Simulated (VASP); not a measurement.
## Which face does Nb expose?

How do surface energy, work function and relaxation of Nb depend on the face?

Calculated with VASP 6.6.1; r2SCAN; plane waves and PAW (Nb_pv).

This is a report of a sequence of runs, with most program output left out.

## 1. Set-up

Symmetry: Im-3m, No. 229, cubic system. Conventional cell: a = 3.300 Å, b = 3.300 Å, c = 3.300 Å, α = 90.00°, β = 90.00°, γ = 90.00°. Nb has 8 Nb at 2.86 Å nearest.

## 2. The bulk reference, job relaxation, k-mesh 16×16×16

The bulk crystal is relaxed first, so that the slabs are cut at this functional's lattice.

File INCAR:

```
SYSTEM = Nb
PREC = Accurate
ENCUT = 420
EDIFF = 1E-06
NELM = 120
ISMEAR = 1
SIGMA = 0.15
LREAL = .FALSE.
ALGO = Normal
METAGGA = R2SCAN
LASPH = .TRUE.
NBANDS = 11
LORBIT = 11
LWAVE = .FALSE.
LCHARG = .FALSE.
KPAR = 4
IBRION = 2
NSW = 30
ISIF = 3
EDIFFG = -0.01
POTIM = 0.4
```

File POSCAR:

```
Nb
1.0
   -1.6500000000      1.6500000000      1.6500000000
    1.6500000000     -1.6500000000      1.6500000000
    1.6500000000      1.6500000000     -1.6500000000
Nb
1
Direct
    0.0000000000      0.0000000000      0.0000000000
```

File KPOINTS:

```
Automatic mesh
0
Gamma
16 16 16
0 0 0
```

PAW data sets: Nb_pv (PBE family, release 64).

Run with:

```
$ mpirun -np 4 vasp_std
```

Elapsed: 31 s, on 4 MPI ranks of AMD EPYC 9R45, shared host; peak memory 0.51 GiB.

This run has no spin polarisation. Its electron count is odd, so without a moment it is a metal by construction. The PAW data sets were made with PBE, which is usual practice but a small mismatch for other functionals. The run keeps the 48 symmetry operations of its start, so it cannot find a distortion of lower symmetry.

Relaxation path:

```csv
step,energy less that of the first step (eV),largest force (eV/Å),pressure (GPa),volume (Å³)
1,0.0000,0.0000,3.14,17.97
2,0.0026,0.0000,-4.02,18.71
3,-0.0030,0.0000,-0.01,18.28
```

| conventional cell, symmetrised | before | after | change |
| --- | --- | --- | --- |
| a (Å) | 3.300 | 3.319 | +0.6 % |
| b (Å) | 3.300 | 3.319 | +0.6 % |
| c (Å) | 3.300 | 3.319 | +0.6 % |
| volume (Å³/atom) | 17.97 | 18.28 | +1.7 % |

The relaxed structure:

```
Nb
1.0
    -1.65942    1.65942    1.65942
     1.65942   -1.65942    1.65942
     1.65942    1.65942   -1.65942
Nb
1
Direct
  0.00000 0.00000 0.00000
```

Numbers from this step:

```yaml
electronic_cycles: 27
electrons: 11
free_energy_toten: -24.72 eV
energy_at_zero_smearing: -24.72 eV
fermi_energy: 4.842 eV
metallic: yes
```

The run ended after 3 ionic steps, 0.003 eV below its first step, once forces and stress met EDIFFG = -0.01.

Energy at zero smearing: -24.72488 eV.

## 3. The bulk reference, job self-consistent run, k-mesh 20×20×20

File INCAR:

```
SYSTEM = Nb
PREC = Normal
ENCUT = 320
EDIFF = 1E-06
NELM = 120
ISMEAR = 1
SIGMA = 0.15
LREAL = .FALSE.
ALGO = Normal
METAGGA = R2SCAN
LASPH = .TRUE.
NBANDS = 11
LORBIT = 11
LWAVE = .FALSE.
LCHARG = .FALSE.
KPAR = 4
```

File POSCAR:

```
Nb
1.0
   -1.6594209599      1.6594209599      1.6594209599
    1.6594209599     -1.6594209599      1.6594209599
    1.6594209599      1.6594209599     -1.6594209599
Nb
1
Direct
    0.0000000000      0.0000000000      0.0000000000
```

File KPOINTS:

```
Automatic mesh
0
Gamma
20 20 20
0 0 0
```

Run with:

```
$ mpirun -np 4 vasp_std
```

It took 10 s on 4 MPI ranks; peak memory 0.4 GiB.

This step gave:

* electronic cycles: 13
* Fermi energy: 4.844 eV

Energy at zero smearing: -24.72149 eV.

The run ends at a pressure of -0.30 GPa.

## 4. Surface relaxation, 7 atoms, face Nb(110)

System of this step: Nb(110). The cell holds 7 atoms: 7 Nb. Cell: a = 3.319 Å, b = 2.874 Å, c = 29.081 Å, α = 90.0°, β = 90.0°, γ = 54.7°. It derives from Nb. 7 layers of bcc Nb, cut at this functional's lattice. Vacuum lies along c.

All atoms relax at the fixed cell.

File INCAR:

```
SYSTEM = Nb
PREC = Normal
ENCUT = 320
EDIFF = 1E-05
NELM = 120
ISMEAR = 1
SIGMA = 0.15
LREAL = .FALSE.
ALGO = Normal
METAGGA = R2SCAN
LASPH = .TRUE.
NBANDS = 47
LORBIT = 11
LWAVE = .FALSE.
LCHARG = .FALSE.
KPAR = 4
IBRION = 2
NSW = 40
ISIF = 2
EDIFFG = -0.03
POTIM = 0.4
MAXMIX = 40
```

File POSCAR:

```
Nb
1.0
    3.3188419198      0.0000000000      0.0000000000
    1.6594209599      2.3467756272      0.0000000000
    0.0000000000      0.0000000000     29.0806537631
Nb
7
Direct
    0.0000000000      0.0000000000      0.2579034200
    0.5000000000      0.0000000000      0.3386022800
    0.0000000000      0.0000000000      0.4193011400
    0.5000000000      0.0000000000      0.5000000000
    0.0000000000      0.0000000000      0.5806988600
    0.5000000000      0.0000000000      0.6613977200
    0.0000000000      0.0000000000      0.7420965800
```

File KPOINTS:

```
Automatic mesh
0
Gamma
13 13 1
0 0 0
```

Run with:

```
$ mpirun -np 4 vasp_std
```

Wall time 9.6 min (4 MPI ranks); peak memory 1.1 GiB; 35 min of CPU time.

The run keeps the 8 symmetry operations of its start, so it cannot find a distortion of lower symmetry.

The steps of the relaxation:

| step | energy less that of the first step (eV) | largest force (eV/Å) |
| --- | --- | --- |
| 1 | 0.0000 | 0.3816 |
| 2 | -0.0175 | 0.2966 |
| 3 | -0.0326 | 0.0834 |
| 4 | -0.0327 | 0.0851 |
| 5 | -0.0327 | 0.0850 |
| 6 | -0.0342 | 0.0577 |
| 7 | -0.0356 | 0.0545 |
| 8 | -0.0356 | 0.0339 |
| 9 | -0.0356 | 0.0432 |
| 10 | -0.0361 | 0.0349 |
| 11 | -0.0373 | 0.0242 |

The atoms that moved most (Å):

```
atom     dx     dy      dz  length
 Nb7  0.000  0.000  -0.072   0.072
 Nb1  0.000  0.000   0.072   0.072
 Nb6  0.000  0.000   0.019   0.019
 Nb2  0.000  0.000  -0.019   0.019
 Nb3  0.000  0.000  -0.010   0.010
 Nb5  0.000  0.000   0.010   0.010
```

Final coordinates:

```xyz
7
Lattice="3.3188 0.0000 0.0000 1.6594 2.3468 0.0000 0.0000 0.0000 29.0807" Properties=species:S:1:pos:R:3
Nb    0.0000    0.0000    7.5722
Nb    1.6594    0.0000    9.8275
Nb    0.0000    0.0000   12.1831
Nb    1.6594    0.0000   14.5403
Nb    0.0000    0.0000   16.8975
Nb    1.6594    0.0000   19.2532
Nb    0.0000    0.0000   21.5084
```

Numbers from this step:

* electronic cycles: 90
* electrons: 77
* free energy (TOTEN): -170.9128 eV
* energy at zero smearing: -170.9123 eV
* Fermi energy: 0.8775 eV

The run ended after 11 ionic steps, 0.037 eV below its first step, once the forces on the free atoms met EDIFFG = -0.03.

## 5. Vacuum level and density of states, 7 atoms, face Nb(110)

A static run writes the electrostatic potential without exchange and correlation (LVHAR), which is flat in the vacuum and gives the level to count from. The dipole correction cancels the field that unlike faces would set up across the vacuum.

File INCAR:

```
SYSTEM = Nb
PREC = Normal
ENCUT = 320
EDIFF = 1E-06
NELM = 120
ISMEAR = 1
SIGMA = 0.15
LREAL = .FALSE.
ALGO = Normal
METAGGA = R2SCAN
LASPH = .TRUE.
NBANDS = 47
LORBIT = 11
LWAVE = .FALSE.
LCHARG = .TRUE.
KPAR = 4
IDIPOL = 3
LDIPOL = .TRUE.
DIPOL = 0.5 0.5 0.5
LVHAR = .TRUE.
LVACPOTAV = .TRUE.
NEDOS = 1500
```

File POSCAR:

```
Nb
1.0
    3.3188419198      0.0000000000      0.0000000000
    1.6594209599      2.3467756272      0.0000000000
    0.0000000000      0.0000000000     29.0806537631
Nb
7
Direct
    0.0000000000      0.0000000000      0.2603867581
    0.5000000000      0.0000000000      0.3379382280
    0.0000000000      0.0000000000      0.4189432595
    0.5000000000      0.0000000000      0.5000000000
    0.0000000000      0.0000000000      0.5810567405
    0.5000000000      0.0000000000      0.6620617720
    0.0000000000      0.0000000000      0.7396132419
```

KPOINTS is that of step 4.

Run with:

```
$ mpirun -np 4 vasp_std
```

The job ended after 4.6 min (4 MPI ranks; peak memory 1.1 GiB).

Numbers from this step:

| Property | Result |
| --- | --- |
| electronic cycles | 42 |
| Fermi energy | 0.876 eV |
| dipole moment | 0, 0, 0 e·Å |
| vacuum levels | 5.473, 5.473 eV |
| work functions of the upper and lower face | 4.597, 4.597 eV |

The planar average of the electrostatic potential oscillates, so the rows of the table below give means over windows of 2.27 Å about each position, cut where the curve ends. Its maxima inside the range that stand out by 2 % of the span (Å: eV): 8.7: -1.69, 11.0: -0.867, 13.4: -0.890, 15.7: -0.890, 18.1: -0.867, 20.3: -1.69. Its minima: 7.6: -8.45, 9.9: -8.28, 12.2: -8.24, 14.5: -8.27, 16.9: -8.24, 19.2: -8.28, 21.5: -8.45.

Zero at the Fermi level. Planar average of the electrostatic potential against height; means over each step:

height (Å), planar average of the electrostatic potential (eV) and a bar from the least value:
```
     1.14       4.60 ##############################
     3.41       4.59 ##############################
     5.68       2.61 ########################
     7.95      -5.30 
    10.22      -4.89 #
    12.49      -4.88 #
    14.76      -4.90 #
    17.03      -4.93 #
    19.30      -5.06 #
    21.57      -5.16 
    23.84       3.78 ############################
    26.11       4.60 ##############################
    28.38       4.60 ##############################
```

Density of states in the PAW spheres, an atom over height of the layer and energy from the Fermi level.

Ten even steps from '_' (0.00 states/eV) to '@' (1.69 states/eV), each cell a mean:
```
==----::----==
##++######++##
##**##%%##**##
##++**++**++##
##**######**##
%%@@%%##%%@@%%
------::------
======++======
****++**++****
==++======++==
::====--====::
..............
______________
______________
______________
______________
______________
______________
______________
______________
______________
______________
```
Columns: height of the layer (Å) from 7.6 to 21.5; rows upwards: energy from the Fermi level (eV) from -7.9 to 0.5.

Valence density in the ca plane at fractional y = 0.000, with atoms of Nb within 0.2 Å of it. It is the smooth field of the valence electrons, not physical close to the nuclei.

Ten even steps from '0' (0.0 e/Å³) to '9' (4.5 e/Å³), each cell a mean:
```
00147862000000014885100000002687300000000000
00023431000110002442100111001343100000000000
20001100013441000110001343100011000000000000
41000000026873100000003797310000000000000000
51000000037984100000003798310000000000000000
31000000024662000000002575200000000000000000
10012210001221001221001122100122100000000000
00136741000000013664100000002476200000000000
00148972000000015996200000002799410000000000
```
Columns run along c (16.0 Å, from fractional 0.36 to 0.91 of the cell), rows up along a (3.3 Å). Atoms in or near the plane, at fractional coordinates: Nb at (0.42, 0.00), Nb at (0.50, 0.50), Nb at (0.58, 0.00), Nb at (0.66, 0.50), Nb at (0.74, 0.00).

The map of layer states is cut here 0.5 eV above the Fermi level, so it leaves out the states above that.

The vacuum level lies 4.60 eV above the Fermi level at the upper face; both faces agree, as the slab has next to no dipole.

The program found no field-free point at its default tolerance, but its printed level agrees with the flat part of the planar average.

On this mesh the fine structure of the density of states is sampling noise, and high empty states may be cut by the number of bands.

## 6. Relaxing the slab, 9 atoms, face Nb(100)

System of this step: Nb(100). The cell holds 9 atoms: 9 Nb. Its edges and angles: a = 3.319 Å, b = 3.319 Å, c = 28.275 Å, α = 90.0°, β = 90.0°, γ = 90.0°. It derives from Nb. 9 layers of bcc Nb, cut at this functional's lattice. Vacuum lies along c.

File INCAR:

```
SYSTEM = Nb
PREC = Normal
ENCUT = 320
EDIFF = 1E-05
NELM = 120
ISMEAR = 1
SIGMA = 0.15
LREAL = .FALSE.
ALGO = Normal
METAGGA = R2SCAN
LASPH = .TRUE.
NBANDS = 61
LORBIT = 11
LWAVE = .FALSE.
LCHARG = .FALSE.
KPAR = 4
IBRION = 2
NSW = 40
ISIF = 2
EDIFFG = -0.03
POTIM = 0.4
MAXMIX = 40
```

File POSCAR:

```
Nb
1.0
    3.3188419198      0.0000000000      0.0000000000
    0.0000000000      3.3188419198      0.0000000000
    0.0000000000      0.0000000000     28.2753676792
Nb
9
Direct
    0.0000000000      0.0000000000      0.2652485400
    0.5000000000      0.5000000000      0.3239364100
    0.0000000000      0.0000000000      0.3826242700
    0.5000000000      0.5000000000      0.4413121400
    0.0000000000      0.0000000000      0.5000000000
    0.5000000000      0.5000000000      0.5586878600
    0.0000000000      0.0000000000      0.6173757300
    0.5000000000      0.5000000000      0.6760635900
    0.0000000000      0.0000000000      0.7347514600
```

File KPOINTS:

```
Automatic mesh
0
Gamma
9 9 1
0 0 0
```

Run with:

```
$ mpirun -np 4 vasp_std
```

It took 10 min on 4 MPI ranks; peak memory 0.92 GiB; 40 min of CPU time.

The run keeps the 16 symmetry operations of its start, so it cannot find a distortion of lower symmetry.

Step by step:

| step | energy less that of the first step (eV) | largest force (eV/Å) |
| --- | --- | --- |
| 1 | 0.0000 | 1.1257 |
| 2 | -0.1624 | 0.8173 |
| 3 | -0.2642 | 0.3388 |
| 4 | -0.2651 | 0.2872 |
| 5 | -0.2845 | 0.1501 |
| 6 | -0.2891 | 0.1047 |
| 7 | -0.2893 | 0.0794 |
| 8 | -0.2905 | 0.0475 |
| 9 | -0.2910 | 0.0755 |
| 10 | -0.2920 | 0.0657 |
| 11 | -0.2942 | 0.0399 |
| 12 | -0.2942 | 0.1017 |
| 13 | -0.2949 | 0.0653 |
| 14 | -0.2954 | 0.0298 |

The atoms that moved most (Å):

| atom | dx | dy | dz | length |
| --- | --- | --- | --- | --- |
| Nb1 | 0.000 | 0.000 | 0.177 | 0.177 |
| Nb9 | 0.000 | 0.000 | -0.177 | 0.177 |
| Nb3 | 0.000 | 0.000 | -0.045 | 0.045 |
| Nb7 | 0.000 | 0.000 | 0.045 | 0.045 |
| Nb6 | 0.000 | 0.000 | -0.032 | 0.032 |
| Nb4 | 0.000 | 0.000 | 0.032 | 0.032 |
| Nb2 | 0.000 | 0.000 | -0.026 | 0.026 |
| Nb8 | 0.000 | 0.000 | 0.026 | 0.026 |

The relaxed structure:

```
Nb
1.0
     3.31884    0.00000    0.00000
     0.00000    3.31884    0.00000
     0.00000    0.00000   28.27537
Nb
9
Direct
  0.00000 0.00000 0.27152
  0.50000 0.50000 0.32300
  0.00000 0.00000 0.38103
  0.50000 0.50000 0.44243
  0.00000 0.00000 0.50000
  0.50000 0.50000 0.55757
  0.00000 0.00000 0.61897
  0.50000 0.50000 0.67700
  0.00000 0.00000 0.72848
```

Numbers from this step:

```yaml
electronic_cycles: 151
electrons: 99
free_energy_toten: -219.2093 eV
energy_at_zero_smearing: -219.2102 eV
fermi_energy: 1.077 eV
```

The run ended after 14 ionic steps, 0.295 eV below its first step, once the forces on the free atoms met EDIFFG = -0.03.

## 7. Potential and states of the slab, 9 atoms, face Nb(100)

File INCAR:

```
SYSTEM = Nb
PREC = Normal
ENCUT = 320
EDIFF = 1E-06
NELM = 120
ISMEAR = 1
SIGMA = 0.15
LREAL = .FALSE.
ALGO = Normal
METAGGA = R2SCAN
LASPH = .TRUE.
NBANDS = 61
LORBIT = 11
LWAVE = .FALSE.
LCHARG = .TRUE.
KPAR = 4
IDIPOL = 3
LDIPOL = .TRUE.
DIPOL = 0.5 0.5 0.5
LVHAR = .TRUE.
LVACPOTAV = .TRUE.
NEDOS = 1500
```

File POSCAR:

```
Nb
1.0
    3.3188419198      0.0000000000      0.0000000000
    0.0000000000      3.3188419198      0.0000000000
    0.0000000000      0.0000000000     28.2753676792
Nb
9
Direct
    0.0000000000      0.0000000000      0.2715173739
    0.5000000000      0.5000000000      0.3230013130
    0.0000000000      0.0000000000      0.3810342256
    0.5000000000      0.5000000000      0.4424347492
    0.0000000000      0.0000000000      0.5000000000
    0.5000000000      0.5000000000      0.5575652508
    0.0000000000      0.0000000000      0.6189657744
    0.5000000000      0.5000000000      0.6769986870
    0.0000000000      0.0000000000      0.7284826261
```

KPOINTS is that of step 6.

Run with:

```
$ mpirun -np 4 vasp_std
```

Wall time 2.3 min (4 MPI ranks); peak memory 0.88 GiB; 9.1 min of CPU time.

Numbers from this step:

| Property | Result |
| --- | --- |
| electronic cycles | 40 |
| Fermi energy | 1.078 eV |
| vacuum levels | 4.611, 4.611 eV |
| work functions of the upper and lower face | 3.533, 3.533 eV |

Zero at the Fermi level. The planar average of the electrostatic potential by height:

height (Å), planar average of the electrostatic potential (eV) and a bar from the least value:
```
        0       3.54 ##############################
        1       3.54 ##############################
        2       3.54 ##############################
        3       3.54 ##############################
        4       3.52 ##############################
        5       3.41 ##############################
        6       2.51 ###########################
        7      -2.73 ###########
        8      -6.25 
        9      -5.56 ###
       10      -4.99 ####
       11      -5.01 ####
       12      -4.35 ######
       13      -4.92 ####
       14      -5.11 ####
       15      -4.94 ####
       16      -4.89 #####
       17      -4.44 ######
       18      -5.03 ####
       19      -5.25 ####
       20      -6.42 
       21      -4.33 ######
       22       1.74 #########################
       23       3.32 #############################
       24       3.51 ##############################
       25       3.53 ##############################
       26       3.54 ##############################
       27       3.54 ##############################
       28       3.54 ##############################
```

Density of states in the PAW spheres, an atom over height of the layer and energy from the Fermi level.

Ten even steps from '_' (0.00 states/eV) to '@' (2.22 states/eV), each cell a mean:
```
@@------::------@@
--::--==--==--::--
==--++******++--==
++====++**++====++
++======++======++
++##**++++++**##++
==++----::----++==
--==----------==--
--==============--
--==----------==--
::----::::::----::
..................
__________________
__________________
__________________
__________________
__________________
__________________
__________________
__________________
__________________
__________________
```
Columns: height of the layer (Å) from 7.7 to 20.6 (not evenly spaced); rows upwards: energy from the Fermi level (eV) from -7.9 to 0.5.

Valence density in the ca plane at fractional y = 0.000, with atoms of Nb within 0.2 Å of it. It is the smooth field of the valence electrons, not physical close to the nuclei.

Ten even steps from '0' (0.0 e/Å³) to '9' (4.5 e/Å³), each cell a mean:
```
02687300001588410001488620002588410000000000
01343100000244200000244210001244100000000000
00011000000011000000011000000111000000000000
00000000000000000000000000000000000000000000
00000000000000000000000000000000000000000000
00000000000000000000000000000000000000000000
00122100000122100000122100000122100000000000
02576200001466310001367410001466300000000000
03798410001699510001499620002699510000000000
```
Columns run along c (16.0 Å, from fractional 0.34 to 0.91 of the cell), rows up along a (3.3 Å). Atoms in or near the plane, at fractional coordinates: Nb at (0.38, 0.00), Nb at (0.50, 0.00), Nb at (0.62, 0.00), Nb at (0.73, 0.00).

The map of layer states is cut here 0.5 eV above the Fermi level, so it leaves out the states above that.

The vacuum level lies 3.53 eV above the Fermi level at the upper face; both faces agree, as the slab has next to no dipole.

The program found no field-free point at its default tolerance, but its printed level agrees with the flat part of the planar average.

On this mesh the fine structure of the density of states is sampling noise, and high empty states may be cut by the number of bands.

(Continued in part 2 of 2.)

[Lines on the potential files, build, host, timing and source positions are cut from VASP's logs without a mark.]

[Logs are printed without paths, hosts, clocks, repeated set-up lines and the standing remarks that a program may print on its own settings, such as how far it seeks lower states.]

[Hosts, paths, dates, database ids (printed as entryN), source tags and the programs' standing remarks are cut or masked in the printed files.]

[Runs that stopped without an error message from VASP are left out.]
